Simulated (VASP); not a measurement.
Level of theory: SCAN meta-GGA, VASP's PBE PAW potentials (set 64) (plane waves; VASP).

Input for VASP

### INCAR
```
METAGGA  =  SCAN
ENCUT  =  520
PREC  =  Accurate
LWAVE  =  .FALSE.
SYSTEM  =  CdSe
ISIF  =  2   ! forces and stress, cell fixed
NELM  =  100
ISMEAR  =  -5
LMIXTAU  =  .TRUE.
ALGO  =  Normal
LMAXMIX  =  4   ! l cut-off of mixed one-centre charges
NEDOS  =  601   ! DOS grid
EDIFF  =  1E-7   ! SCF stop (eV)
LASPH  =  .TRUE.
LREAL  =  .FALSE.   ! projection in real space or not
LCHARG  =  .FALSE.
LORBIT  =  11   ! lm-projected
```

POSCAR:
```
CdSe
4.3353850
  0.5000000312  -0.8660254019   0.0000000000
  0.5000000312   0.8660254019   0.0000000000
  0.0000000000   0.0000000000   1.6304695122
Cd Se
2 2
direct
  0.6666670000   0.3333330000   0.4999996010
  0.3333330000   0.6666670000   0.9999996010
  0.6666670000   0.3333330000   0.8760003990
  0.3333330000   0.6666670000   0.3760003990
```

KPOINTS:
```
Regular mesh
0
gamma
 7 7 4
```

File KPOINTS_OPT:
```
k-points along high-symmetry lines
6
Line-mode
Reciprocal
  0.000000   0.000000   0.000000 ! GAMMA
  0.000000   0.500000   0.000000 ! M

  0.000000   0.500000   0.000000 ! M
 -0.333333   0.666667   0.000000 ! K

 -0.333333   0.666667   0.000000 ! K
  0.000000   0.000000   0.000000 ! GAMMA

  0.000000   0.000000   0.000000 ! GAMMA
  0.000000   0.000000   0.500000 ! A

  0.000000   0.000000   0.500000 ! A
  0.000000   0.500000   0.500000 ! L

  0.000000   0.500000   0.500000 ! L
 -0.333333   0.666667   0.500000 ! H

 -0.333333   0.666667   0.500000 ! H
  0.000000   0.000000   0.500000 ! A

  0.000000   0.500000   0.500000 ! L
  0.000000   0.500000   0.000000 ! M

 -0.333333   0.666667   0.500000 ! H
 -0.333333   0.666667   0.000000 ! K
```

POTCAR, in this order: Cd Se (PBE.64 set). Program: vasp_std.

Output of the run:

### OUTCAR
```
 ion  position               nearest neighbor table
   1  0.667  0.333  0.500-   4 2.65   4 2.65   4 2.65   3 2.66
   2  0.333  0.667  1.000-   3 2.65   3 2.65   3 2.65   4 2.66
   3  0.667  0.333  0.876-   2 2.65   2 2.65   2 2.65   1 2.66
   4  0.333  0.667  0.376-   1 2.65   1 2.65   1 2.65   2 2.66
  LATTYP: Found a hexagonal cell.
 ALAT       =     4.3353850605
 C/A-ratio  =     1.6304694895
 Subroutine PRICEL returns:
 Original cell was already a primitive cell.
 Subroutine GETGRP returns: Found 12 space group operations
The static configuration has the point symmetry C_3v.
 The point group associated with its full space group is C_6v.
The dynamic configuration has the point symmetry C_3v.
 Subroutine INISYM returns: Found 12 space group operations
 Subroutine IBZKPT returns following result:
 Found     24 irreducible k-points:

 Following reciprocal coordinates:
            Coordinates               Weight
  0.000000  0.000000  0.000000      1.000000
  0.142857  0.000000  0.000000      6.000000
  0.285714  0.000000  0.000000      6.000000
  0.428571  0.000000  0.000000      6.000000
  0.142857  0.142857  0.000000      6.000000
...
```

### OSZICAR
```
       N       E                     dE             d eps       ncg     rms          rms(c)
DAV:   1     0.149970978235E+03    0.14997E+03   -0.17562E+04  1056   0.150E+03
DAV:   2    -0.995736678775E+02   -0.24954E+03   -0.24452E+03  1176   0.356E+02
DAV:   3    -0.113688950372E+03   -0.14115E+02   -0.14058E+02  1260   0.847E+01
DAV:   4    -0.113822338938E+03   -0.13339E+00   -0.13334E+00  1194   0.789E+00
DAV:   5    -0.113823322494E+03   -0.98356E-03   -0.98353E-03  1260   0.637E-01    0.796E+00
DAV:   6    -0.107487704077E+03    0.63356E+01   -0.94050E+00  1206   0.425E+01    0.102E+01
DAV:   7    -0.105676635240E+03    0.18111E+01   -0.68357E-01  1092   0.898E+00    0.726E+00
DAV:   8    -0.104376738469E+03    0.12999E+01   -0.29856E-01  1056   0.534E+00    0.175E+00
DAV:   9    -0.103509879834E+03    0.86686E+00   -0.47488E-01  1062   0.676E+00    0.926E-01
DAV:  10    -0.103524142861E+03   -0.14263E-01   -0.10140E-02  1260   0.588E-01    0.982E-01
DAV:  11    -0.103420922485E+03    0.10322E+00   -0.17511E-02  1062   0.119E+00    0.154E+00
DAV:  12    -0.103467895945E+03   -0.46973E-01   -0.21876E-01  1056   0.294E+00    0.669E-01
DAV:  13    -0.103719712501E+03   -0.25182E+00   -0.82467E-02  1056   0.304E+00    0.642E-01
DAV:  14    -0.103739388718E+03   -0.19676E-01   -0.11809E-02  1104   0.127E+00    0.450E-01
DAV:  15    -0.103755045879E+03   -0.15657E-01   -0.27491E-02  1074   0.180E+00    0.439E-01
DAV:  16    -0.103735433278E+03    0.19613E-01   -0.15956E-02  1068   0.124E+00    0.323E-01
DAV:  17    -0.103735053826E+03    0.37945E-03   -0.24716E-03  1104   0.494E-01    0.187E-01
DAV:  18    -0.103751498852E+03   -0.16445E-01   -0.12805E-02  1056   0.104E+00    0.184E-01
DAV:  19    -0.103756026284E+03   -0.45274E-02   -0.16058E-03  1122   0.296E-01    0.216E-01
DAV:  20    -0.103757370206E+03   -0.13439E-02   -0.57030E-04  1080   0.228E-01    0.148E-01
DAV:  21    -0.103757418013E+03   -0.47807E-04   -0.17356E-03  1134   0.240E-01    0.362E-02
DAV:  22    -0.103757476135E+03   -0.58122E-04   -0.10856E-04  1080   0.998E-02    0.180E-02
DAV:  23    -0.103757593138E+03   -0.11700E-03   -0.73634E-05  1074   0.711E-02    0.427E-02
DAV:  24    -0.103757639013E+03   -0.45875E-04   -0.99735E-06  1134   0.307E-02    0.420E-02
DAV:  25    -0.103757625342E+03    0.13671E-04   -0.31793E-05  1056   0.456E-02    0.173E-02
DAV:  26    -0.103757642620E+03   -0.17278E-04   -0.29886E-06  1104   0.158E-02    0.131E-02
DAV:  27    -0.103757647453E+03   -0.48332E-05   -0.33483E-07  1038   0.611E-03    0.110E-02
DAV:  28    -0.103757643697E+03    0.37557E-05   -0.54744E-06  1086   0.149E-02    0.112E-03
DAV:  29    -0.103757644300E+03   -0.60309E-06   -0.54452E-07  1140   0.760E-03    0.451E-04
DAV:  30    -0.103757645372E+03   -0.10719E-05   -0.37789E-08   570   0.232E-03    0.148E-04
DAV:  31    -0.103757645419E+03   -0.47137E-07   -0.59637E-09   528   0.705E-04
   1 F= -.10375765E+03 E0= -.10375765E+03  d E =0.000000E+00
       N       E                     dE             ncg
       N       E                     dE             ncg
       N       E                     dE             ncg
```

File OUTCAR:
```
------------------------ aborting loop because EDIFF is reached ----------------------------------------
  FORCE on cell =-STRESS in cart. coord.  units (eV):
  Direction    XX          YY          ZZ          XY          YZ          ZX
  --------------------------------------------------------------------------------------
  Total       -0.1005636     -0.1005636     -0.0023461      0.0000000      0.0000000      0.0000000
  in kB       -1.4003134     -1.4003132     -0.0326682      0.0000000      0.0000000      0.0000000
  external PRESSURE =      -0.9444316 kB  Pullay stress =       0.0000000 kB
  volume of cell :      115.06
      direct lattice vectors                 reciprocal lattice vectors
     2.167692635 -3.754553537  0.000000000     0.230660008 -0.133171626  0.000000000
     2.167692635  3.754553537  0.000000000     0.230660008  0.133171626  0.000000000
     0.000000000  0.000000000  7.068713066     0.000000000  0.000000000  0.141468467
  FREE ENERGIE OF THE ION-ELECTRON SYSTEM (eV)
  ---------------------------------------------------
  free  energy   TOTEN  =      -103.7576454192 eV

  energy  without entropy=     -103.7576454192  energy(sigma->0) =     -103.75764542

 total charge

# of ion       s       p       d       tot
------------------------------------------
    1        0.428   0.297   9.571  10.297
    2        0.428   0.297   9.571  10.297
    3        1.443   2.428   0.020   3.892
    4        1.443   2.428   0.020   3.892
--------------------------------------------------
tot          3.742   5.451  19.184  28.377
```
(Selected blocks of OUTCAR.)

The compound is CdSe in the wurtzite structure. It was relaxed first.
